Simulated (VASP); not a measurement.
Level of theory: PW91 GGA, VASP's PBE PAW potentials (set 64) (plane waves; VASP 6.6.1).

VASP input:

**POSCAR**
```
WSi2
7.8812970
 -0.2053996417   0.2053996417   0.5000000002
  0.2053996417  -0.2053996417   0.5000000002
  0.2053996417   0.2053996417  -0.5000000002
Si W
2 1
Direct
  0.6653080736   0.6653080736   0.0000000000
  0.3346919264   0.3346919264   0.0000000000
  0.0000000000   0.0000000000   0.0000000000
```

### KPOINTS
```
Automatic mesh
0
Gamma
15 15 15
0 0 0
```

INCAR:
```
SYSTEM = WSi2
PREC = Accurate
ENCUT = 520
EDIFF = 1E-7
NELM = 100
ALGO = Normal
LREAL = .FALSE.
LASPH = .TRUE.
ISMEAR = -5
GGA = 91
LMAXMIX = 6
LWAVE = .FALSE.
LCHARG = .TRUE.
LORBIT = 11
NEDOS = 601
ISIF = 2
LEFG = .TRUE.
```

POTCAR, in this order: Si W_sv (PBE.64 set). Program: vasp_std.

Unless said otherwise, spin-orbit coupling is left out, though it shifts the bands of the heavy elements here.

Q: What does the run give for the energy per atom (σ→0), band gap (on the k-mesh)?

A: 
| Item | Value |
|---|---|
| energy per atom (σ→0) | -8.187 eV/atom |
| band gap (on the k-mesh) | none (metal, semimetal or under 0.01 eV) |

File OSZICAR:
```
...
DAV:   9    -0.245614333788E+02    0.39370E-03   -0.14509E-03 10327   0.311E-01    0.170E-01
DAV:  10    -0.245613826928E+02    0.50686E-04   -0.35392E-04 10775   0.185E-01    0.344E-02
DAV:  11    -0.245613758206E+02    0.68723E-05   -0.43196E-05 10761   0.541E-02    0.135E-02
DAV:  12    -0.245613771468E+02   -0.13263E-05   -0.21164E-06 10677   0.992E-03    0.357E-03
DAV:  13    -0.245613762118E+02    0.93500E-06   -0.34205E-07  9714   0.575E-03    0.574E-04
DAV:  14    -0.245613760750E+02    0.13685E-06   -0.15733E-08  5286   0.133E-03    0.336E-04
DAV:  15    -0.245613760964E+02   -0.21369E-07   -0.38046E-09  4929   0.696E-04
   1 F= -.24561376E+02 E0= -.24561376E+02  d E =0.000000E+00
```

The compound is WSi2 in the MoSi2 type structure. It was relaxed first.
